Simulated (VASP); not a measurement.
Level of theory: PBE GGA with D3 dispersion (Becke-Johnson damping), VASP's PBE PAW potentials (set 64) (plane waves; VASP 6.6.1).

VASP input:

### POSCAR
```
PbO
1
    4.0346962186     0.0000000000     0.0000000000
    0.0000000000     4.0346962186    -0.0000000000
    0.0000000000    -0.0000000000     4.9898313572
Pb O
2 2
Direct
  0.5000000000   0.0000000000   0.7618255077
  0.0000000000   0.5000000000   0.2381744923
  0.5000000000   0.5000000000   0.0000000000
  0.0000000000   0.0000000000   0.0000000000
```

**INCAR**
```
ALGO = Normal
EDIFF = 1E-7
ENCUT = 520
GGA = PE
ISIF = 2
ISMEAR = -5
IVDW = 12
LASPH = .TRUE.
LCHARG = .TRUE.
LEFG = .TRUE.
LMAXMIX = 4
LORBIT = 11
LREAL = .FALSE.
LWAVE = .FALSE.
NEDOS = 601
NELM = 100
PREC = Accurate
SYSTEM = PbO
```

KPOINTS:
```
K-points
0
G
 6 6 5
```

POTCAR, in this order: Pb_d O (PBE.64 set). Program: vasp_std.

What VASP printed:

### OSZICAR
```
       N       E                     dE             d eps       ncg     rms          rms(c)
DAV:   1     0.445722736429E+03    0.44572E+03   -0.20167E+04  1440   0.196E+03
DAV:   2     0.308833218376E+02   -0.41484E+03   -0.40749E+03  1552   0.491E+02
DAV:   3    -0.243636965393E+02   -0.55247E+02   -0.54792E+02  1944   0.191E+02
DAV:   4    -0.261031459600E+02   -0.17394E+01   -0.17384E+01  1616   0.395E+01
DAV:   5    -0.261640745176E+02   -0.60929E-01   -0.60923E-01  2000   0.696E+00    0.124E+01
DAV:   6    -0.216870717582E+02    0.44770E+01   -0.36426E+01  2264   0.456E+01    0.560E+00
DAV:   7    -0.214872056567E+02    0.19987E+00   -0.34742E+00  1856   0.142E+01    0.256E+00
DAV:   8    -0.214949467183E+02   -0.77411E-02   -0.87636E-01  1976   0.674E+00    0.131E+00
DAV:   9    -0.214613600745E+02    0.33587E-01   -0.18725E-01  2216   0.370E+00    0.284E-01
DAV:  10    -0.214635721135E+02   -0.22120E-02   -0.19413E-02  1616   0.858E-01    0.663E-02
DAV:  11    -0.214636883951E+02   -0.11628E-03   -0.26619E-03  2488   0.397E-01    0.892E-02
DAV:  12    -0.214635979434E+02    0.90452E-04   -0.32673E-04  2128   0.208E-01    0.445E-02
DAV:  13    -0.214635811650E+02    0.16778E-04   -0.17101E-04  2232   0.105E-01    0.676E-03
DAV:  14    -0.214635806172E+02    0.54781E-06   -0.19764E-05  2112   0.495E-02    0.429E-03
DAV:  15    -0.214635798177E+02    0.79950E-06   -0.42826E-06  2080   0.280E-02    0.153E-03
DAV:  16    -0.214635801710E+02   -0.35330E-06   -0.42768E-07  1464   0.768E-03    0.438E-04
DAV:  17    -0.214635802342E+02   -0.63198E-07   -0.32138E-08   920   0.179E-03
   1 F= -.22398177E+02 E0= -.22398177E+02  d E =0.000000E+00
```

**OUTCAR**
```
------------------------ aborting loop because EDIFF is reached ----------------------------------------
 Edisp (eV)   -0.93460
  FORCE on cell =-STRESS in cart. coord.  units (eV):
  Direction    XX          YY          ZZ          XY          YZ          ZX
  --------------------------------------------------------------------------------------
  Total       0.00603     0.00603    -0.01950     0.00000     0.00000     0.00000
  in kB       0.11893     0.11893    -0.38455     0.00000     0.00000     0.00000
  external pressure =       -0.05 kB  Pullay stress =        0.00 kB
  volume of cell :       81.23
      direct lattice vectors                 reciprocal lattice vectors
     4.034696219  0.000000000  0.000000000     0.247850134  0.000000000  0.000000000
     0.000000000  4.034696219  0.000000000     0.000000000  0.247850134  0.000000000
     0.000000000  0.000000000  4.989831357     0.000000000  0.000000000  0.200407575
 POSITION                                       TOTAL-FORCE (eV/Angst)
 -----------------------------------------------------------------------------------
      2.01735      0.00000      3.80138        -0.000000      0.000000     -0.013392
      0.00000      2.01735      1.18845         0.000000     -0.000000      0.013392
      2.01735      2.01735      0.00000         0.000000     -0.000000      0.000000
      0.00000      0.00000      0.00000         0.000000      0.000000      0.000000
 -----------------------------------------------------------------------------------
    total drift:                                0.000000      0.000000      0.000000
  FREE ENERGIE OF THE ION-ELECTRON SYSTEM (eV)
  ---------------------------------------------------
  free  energy   TOTEN  =       -22.3981771868 eV

  energy  without entropy=      -22.3981771868  energy(sigma->0) =      -22.39817719

 total charge

# of ion       s       p       d       tot
------------------------------------------
    1        1.380   0.609   9.874  11.864
    2        1.380   0.609   9.874  11.864
    3        1.578   3.380   0.000   4.959
    4        1.578   3.380   0.000   4.959
--------------------------------------------------
tot          5.916   7.980  19.748  33.644

 Electric field gradients after diagonalization (V/A^2)
 (convention: |V_zz| > |V_xx| > |V_yy|)
----------------------------------------------------------------------
 ion       V_xx      V_yy      V_zz     asymmetry (V_yy - V_xx)/ V_zz
----------------------------------------------------------------------
   1     107.516   107.516  -215.033       0.000
   2     107.516   107.516  -215.033       0.000
   3       2.259     2.259    -4.518       0.000
   4       2.259     2.259    -4.518       0.000
```
(Selected blocks of OUTCAR.)

The compound is PbO in the litharge structure. It was relaxed first.
